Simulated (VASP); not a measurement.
A convergence study with VASP on Ba (bcc): one setting is varied, all else stays as given below, so the limit is that of these other settings. The cell's lengths are 1 % over those of the tabulated start, so it is off equilibrium.

```
Ba
1.0
   -2.53510     2.53510     2.53510
    2.53510    -2.53510     2.53510
    2.53510     2.53510    -2.53510
Ba
1
Direct
  0.00000   0.00000   0.00000
```

Calculation: PBE GGA, VASP's PBE PAW potentials (set 64) (plane waves; VASP). The tightest run used: 1000 eV cut-off, 11×11×11 Γ-centred mesh, first-order Methfessel-Paxton smearing of 0.10 eV, potentials Ba_sv.

Problem. The settings run are ENCUT = 150; ENCUT = 200; ENCUT = 250; ENCUT = 300; ENCUT = 350; ENCUT = 400; ENCUT = 450; ENCUT = 500; ENCUT = 550; ENCUT = 600; ENCUT = 650; ENCUT = 700; ENCUT = 750; ENCUT = 800; ENCUT = 850; ENCUT = 1000. From which on does the energy per atom stay within 0.002 eV/atom of the tightest run?

Solution. From ENCUT = 250 on: it is off by 0.0010 there and by no more than 0.002 in any finer run, while ENCUT = 200 is off by 0.0050.
| setting | E (eV/atom) | pressure (GPa) | plane waves | difference judged (eV/atom) |
|---|---|---|---|---|
| ENCUT = 150 | -1.9102 | -1.14 | 279 | 0.0011 |
| ENCUT = 200 | -1.9141 | -0.31 | 429 | 0.0050 |
| ENCUT = 250 | -1.9101 | -0.30 | 603 | 0.0010 |
| ENCUT = 300 | -1.9092 | -0.24 | 780 | 0.0001 |
| ENCUT = 350 | -1.9092 | -0.24 | 981 | 0.0001 |
| ENCUT = 400 | -1.9089 | -0.24 | 1207 | 0.0001 |
| ENCUT = 450 | -1.9089 | -0.24 | 1439 | 0.0002 |
| ENCUT = 500 | -1.9090 | -0.23 | 1674 | 0.0001 |
| ENCUT = 550 | -1.9090 | -0.24 | 1926 | 0.0000 |
| ENCUT = 600 | -1.9091 | -0.24 | 2202 | 0.0000 |
| ENCUT = 650 | -1.9092 | -0.23 | 2491 | 0.0001 |
| ENCUT = 700 | -1.9091 | -0.23 | 2763 | 0.0000 |
| ENCUT = 750 | -1.9091 | -0.23 | 3058 | 0.0000 |
| ENCUT = 800 | -1.9091 | -0.23 | 3371 | 0.0000 |
| ENCUT = 850 | -1.9091 | -0.23 | 3689 | 0.0000 |
| ENCUT = 1000 | -1.9091 | -0.23 | 4729 | 0.0000 |

Left out are rungs that failed or repeat a setting and relaxations that didn't move; long series are thinned to 24 rows.

The compound is Ba in the bcc structure. The cell was not relaxed at this level.
